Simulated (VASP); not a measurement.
Calculation: LDA (Ceperley-Alder, Perdew-Zunger), VASP's LDA PAW potentials (set 64) (plane waves; VASP).

The input files of a VASP run:

### KPOINTS
```
Automatic
0
Gamma
 14 14 14
0 0 0
```

POSCAR:
```
Al
1
   -0.0000000000     1.9901423094     1.9901423094
    1.9901423094     0.0000000000     1.9901423094
    1.9901423094     1.9901423094    -0.0000000000
Al
1
Direct
  0.0000000000   0.0000000000   0.0000000000
```

**INCAR**
```
SYSTEM = Al
PREC = Accurate
ENCUT = 400
EDIFF = 1E-6
NELM = 100
ALGO = Normal
LREAL = .FALSE.
LASPH = .TRUE.
ISMEAR = 1
SIGMA = 0.1
LWAVE = .FALSE.
LCHARG = .FALSE.
IBRION = 2
ISIF = 3
NSW = 60
EDIFFG = -0.01
```

POTCAR, in this order: Al (LDA.64 set). Program: vasp_std.

### Question
Estimate the energy per atom (σ→0), band gap (on the k-mesh).

### Answer

The energy per atom (σ→0) is -4.184 eV/atom and the band gap (on the k-mesh) is none (metal, semimetal or under 0.01 eV).

### OSZICAR
```
...
DAV:   3    -0.421454012515E+01   -0.14648E-01   -0.14586E-01  1355   0.268E+00
DAV:   4    -0.421457492921E+01   -0.34804E-04   -0.34804E-04  1460   0.135E-01
DAV:   5    -0.421457502993E+01   -0.10072E-06   -0.10137E-06  1365   0.505E-03    0.145E+00
DAV:   6    -0.419617012838E+01    0.18405E-01   -0.24194E-03  1260   0.311E-01    0.816E-01
DAV:   7    -0.418425024770E+01    0.11920E-01   -0.60698E-03  1210   0.485E-01    0.170E-01
DAV:   8    -0.418422645279E+01    0.23795E-04   -0.31238E-05  1380   0.561E-02    0.134E-02
DAV:   9    -0.418422625547E+01    0.19732E-06   -0.19769E-07  1060   0.314E-03
   1 F= -.41842263E+01 E0= -.41843148E+01  d E =-.418423E+01
```

The compound is Al in the fcc structure. It was relaxed first, which changed the volume by -5 %. The start is the result of an earlier pass.
